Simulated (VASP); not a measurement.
Given:

```yaml
crystal:
  lattice:
    - [0.00000, 2.69660, 2.69660]
    - [2.69660, 0.00000, 2.69660]
    - [2.69660, 2.69660, 0.00000]
  atoms:
    - { symbol: Ce, position: [0.00000, 0.00000, 0.00000] }
    - { symbol: O, position: [0.25000, 0.25000, 0.25000] }
    - { symbol: O, position: [0.75000, 0.75000, 0.75000] }
```

Method: RPBE GGA, VASP's PBE PAW potentials (set 64) (plane waves; VASP). Numerical set-up: 520 eV cut-off, 7×7×7 Γ-centred mesh, Gaussian smearing of 0.050 eV, potentials Ce O.

Problem. Give the stress tensor in GPa (positive for a compressed cell).

Solution. 
```
11.43   0.00   0.00
 0.00  11.43   0.00
 0.00   0.00  11.43
```
The pressure is its mean diagonal, 11.43 GPa.

The compound is CeO2 in the fluorite structure. This cell is one point of a volume scan, at 0.94 of the reference volume. The run is not spin-polarised, so no magnetic state was tried.
